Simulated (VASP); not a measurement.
Level of theory: LDA (Ceperley-Alder, Perdew-Zunger), VASP's LDA PAW potentials (set 64) (plane waves; VASP).

The input files of a VASP run:

File POSCAR:
```
LiH
1
    0.0000000000     2.0400000000     2.0400000000
    2.0400000000     0.0000000000     2.0400000000
    2.0400000000     2.0400000000     0.0000000000
Li H
1 1
Direct
  0.0000000000   0.0000000000   0.0000000000
  0.5000000000   0.5000000000   0.5000000000
```

### KPOINTS
```
Automatic mesh
0
Gamma
8 8 8
0 0 0
```

INCAR:
```
SYSTEM  =  LiH
PREC  =  Accurate; ENCUT  =  400; LREAL  =  .FALSE.
LASPH  =  .TRUE.
EDIFF  =  1E-6; NELM  =  100; ALGO  =  Normal
ISMEAR  =  -1; SIGMA  =  0.01
ISIF  =  2
LWAVE  =  .FALSE.; LCHARG  =  .FALSE.
```

POTCAR, in this order: Li_sv H (LDA.64 set). Program: vasp_std.

At this cut-off the stress carries a Pulay error, which pulls relaxed volumes low. Gaps are read on the run's mesh, which can miss a band edge.

**Question.** What does the run give for the energy per atom (σ→0), pressure, band gap (on the k-mesh)?

**Answer.** 
```json
{
 "energy per atom (σ→0)": "-3.248 eV/atom",
 "band gap (on the k-mesh)": "2.62 eV",
 "pressure": "-7.58 GPa"
}
```

File OSZICAR:
```
...
DAV:   4    -0.675372716522E+01   -0.64866E-03   -0.64866E-03   498   0.631E-01
DAV:   5    -0.675372927469E+01   -0.21095E-05   -0.21095E-05   414   0.268E-02    0.283E+00
DAV:   6    -0.655875744585E+01    0.19497E+00   -0.18177E-01   396   0.178E+00    0.139E+00
DAV:   7    -0.649519231833E+01    0.63565E-01   -0.21699E-01   432   0.213E+00    0.206E-01
DAV:   8    -0.649605445431E+01   -0.86214E-03   -0.51209E-03   402   0.623E-01    0.485E-02
DAV:   9    -0.649599210194E+01    0.62352E-04   -0.26977E-04   486   0.756E-02    0.105E-02
DAV:  10    -0.649599169631E+01    0.40563E-06   -0.62309E-06   396   0.234E-02
   1 F= -.64959917E+01 E0= -.64959917E+01  d E =-.908165E-15
```

The structure is a typed LiH crystal (Fm-3m). The cell was not relaxed at this level. The run is one of a series of settings (KPOINTS 8×8×8 Γ-centred mesh against the base run), some of them coarse on purpose.
